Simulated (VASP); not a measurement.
Method: PBE GGA, VASP's PBE PAW potentials (set 64) (plane waves; VASP).

Input for VASP

File KPOINTS:
```
k-points along high-symmetry lines
10
Line-mode
Reciprocal
  0.000000   0.000000   0.000000 ! GAMMA
  0.000000   0.500000   0.000000 ! M

  0.000000   0.500000   0.000000 ! M
 -0.333333   0.666667   0.000000 ! K

 -0.333333   0.666667   0.000000 ! K
  0.000000   0.000000   0.000000 ! GAMMA

  0.000000   0.000000   0.000000 ! GAMMA
  0.000000   0.000000   0.500000 ! A

  0.000000   0.000000   0.500000 ! A
  0.000000   0.500000   0.500000 ! L

  0.000000   0.500000   0.500000 ! L
 -0.333333   0.666667   0.500000 ! H

 -0.333333   0.666667   0.500000 ! H
  0.000000   0.000000   0.500000 ! A

  0.000000   0.500000   0.500000 ! L
  0.000000   0.500000   0.000000 ! M

 -0.333333   0.666667   0.500000 ! H
 -0.333333   0.666667   0.000000 ! K
```

INCAR:
```
! general
SYSTEM   =  CdS
PREC     =  Accurate
ENCUT    =  520   ! plane-wave cut-off (eV)
LREAL    =  .False.
LASPH    =  .True.   ! aspherical one-centre terms
ICHARG   =  11

! electronic loop
EDIFF    =  1E-7   ! SCF stop (eV)
NELM     =  100   ! most electronic steps
ALGO     =  Normal   ! blocked Davidson
LMAXMIX  =  4

! smearing
ISMEAR   =  0
SIGMA    =  0.05

! functional
GGA      =  PE

! output
LWAVE    =  .False.
LCHARG   =  .False.
LORBIT   =  11   ! lm-projected
```

POSCAR:
```
CdS
1
    2.1034150807    -3.6432216093     0.0000000000
    2.1034150807     3.6432216093     0.0000000000
    0.0000000000     0.0000000000     6.8323101019
Cd S
2 2
Direct
  0.6666670000   0.3333330000   0.5000025332
  0.3333330000   0.6666670000   0.0000025332
  0.6666670000   0.3333330000   0.8769974668
  0.3333330000   0.6666670000   0.3769974668
```

POTCAR, in this order: Cd S (PBE.64 set). Program: vasp_std. Read from the step before: CHGCAR.

What VASP printed:

OUTCAR:
```
 ion  position               nearest neighbor table
   1  0.667  0.333  0.500-   4 2.57   4 2.57   4 2.57   3 2.58
   2  0.333  0.667  0.000-   3 2.57   3 2.57   3 2.57   4 2.58
   3  0.667  0.333  0.877-   2 2.57   2 2.57   2 2.57   1 2.58
   4  0.333  0.667  0.377-   1 2.57   1 2.57   1 2.57   2 2.58
  LATTYP: Found a hexagonal cell.
 ALAT       =     4.2068300056
 C/A-ratio  =     1.6240994033
 Subroutine PRICEL returns:
 Original cell was already a primitive cell.
 Subroutine GETGRP returns: Found 12 space group operations
The static configuration has the point symmetry C_3v.
 The point group associated with its full space group is C_6v.
The dynamic configuration has the point symmetry C_3v.
 Subroutine INISYM returns: Found 12 space group operations
   k-points           NKPTS =     90   k-points in BZ     NKDIM =     90   number of bands    NBANDS=     22
   number of dos      NEDOS =    301   number of ions     NIONS =      4
   total plane-waves  NPLWV =  55296
   dimension x,y,z NGX =    32 NGY =   32 NGZ =   54
   dimension x,y,z NGXF=    64 NGYF=   64 NGZF=  108
   ions per type =               2   2
   PREC   = accura    normal or accurate (medium, high low for compatibility)
   ISTART =      0    job   : 0-new  1-cont  2-samecut
   ICHARG =     11    charge: 1-file 2-atom 10-const
   ISPIN  =      1    spin polarized calculation?
   LNONCOLLINEAR =      F non collinear calculations
   LSORBIT =      F    spin-orbit coupling
   INIWAV =      1    electr: 0-lowe 1-rand  2-diag
   ENCUT  =  520.0 eV  38.22 Ry    6.18 a.u.   7.82  7.82 12.70*2*pi/ulx,y,z
   NELM   =    100;   NELMIN=  2; NELMDL= -5     # of ELM steps
   EDIFF  = 0.1E-06   stopping-criterion for ELM
   LREAL  =      F    real-space projection
   NLSPLINE    = F    spline interpolate recip. space projectors
   LMAXMIX     =    4 max onsite mixed and CHGCAR
   VOSKOWN=      0    Vosko Wilk Nusair interpolation
   EDIFFG = 0.1E-05   stopping-criterion for IOM
   NSW    =      0    number of steps for IOM
   NBLOCK =      1;   KBLOCK =      1    inner block; outer block
   IBRION =     -1    ionic relax: 0-MD 1-quasi-New 2-CG
   NFREE  =      0    steps in history (QN), initial steepest desc. (CG)
...
```

OSZICAR:
```
       N       E                     dE             d eps       ncg     rms          rms(c)
DAV:   1     0.244994510162E+03    0.24499E+03   -0.17838E+04  3960   0.149E+03
DAV:   2     0.163547431195E+01   -0.24336E+03   -0.23834E+03  4464   0.359E+02
DAV:   3    -0.114942401661E+02   -0.13130E+02   -0.13083E+02  4716   0.821E+01
DAV:   4    -0.116425682747E+02   -0.14833E+00   -0.14822E+00  4624   0.852E+00
DAV:   5    -0.116450981953E+02   -0.25299E-02   -0.25295E-02  4818   0.107E+00
DAV:   6    -0.116451717727E+02   -0.73577E-04   -0.73575E-04  4698   0.171E-01
DAV:   7    -0.116451744051E+02   -0.26324E-05   -0.26323E-05  4796   0.291E-02
DAV:   8    -0.116451745119E+02   -0.10679E-06   -0.10675E-06  4684   0.542E-03
DAV:   9    -0.116451745159E+02   -0.40427E-08   -0.40702E-08  3404   0.986E-04
   1 F= -.11645175E+02 E0= -.11645175E+02  d E =-.386431E-14
```

### OUTCAR
```
 val. band max:        0.8661198471   @ k =   0.0000   0.0000   0.0000

 cond. band min:       1.9694668092   @ k =   0.0000   0.0000   0.0000



 k-point     1 :       0.0000    0.0000    0.0000
  band No.  band energies     occupation
      1     -11.1896      2.00000
      2     -10.8057      2.00000
      3      -6.6629      2.00000
      4      -6.6583      2.00000
      5      -6.6583      2.00000
      6      -6.5851      2.00000
      7      -6.5851      2.00000
      8      -6.3001      2.00000
      9      -6.3001      2.00000
     10      -6.2210      2.00000
     11      -6.2210      2.00000
     12      -5.9143      2.00000
     13      -3.1973      2.00000
     14       0.1768      2.00000
     15       0.1768      2.00000
     16       0.8349      2.00000
     17       0.8661      2.00000
     18       0.8661      2.00000
     19       1.9695      0.00000
     20       3.5830      0.00000
     21       7.3417      0.00000
     22       7.3420      0.00000

 k-point     2 :       0.0000    0.0556    0.0000
  band No.  band energies     occupation
      1     -11.1796      2.00000
      2     -10.8012      2.00000
      3      -6.6613      2.00000
      4      -6.6541      2.00000
      5      -6.6488      2.00000
      6      -6.5806      2.00000
      7      -6.5794      2.00000
      8      -6.3021      2.00000
      9      -6.3002      2.00000
     10      -6.2253      2.00000
     11      -6.2202      2.00000
     12      -5.9075      2.00000
     13      -3.1773      2.00000
     14       0.0460      2.00000
     15       0.1399      2.00000
     16       0.6319      2.00000
     17       0.8156      2.00000
     18       0.8457      2.00000
     19       2.1989      0.00000
     20       3.7132      0.00000
     21       7.2190      0.00000
     22       7.3897      0.00000

 k-point     3 :       0.0000    0.1111    0.0000
  band No.  band energies     occupation
      1     -11.1505      2.00000
      2     -10.7885      2.00000
...
```

The density is held fixed in this step, so its total energy and stress have no physical meaning.

The compound is CdS in the wurtzite structure. It was relaxed first.
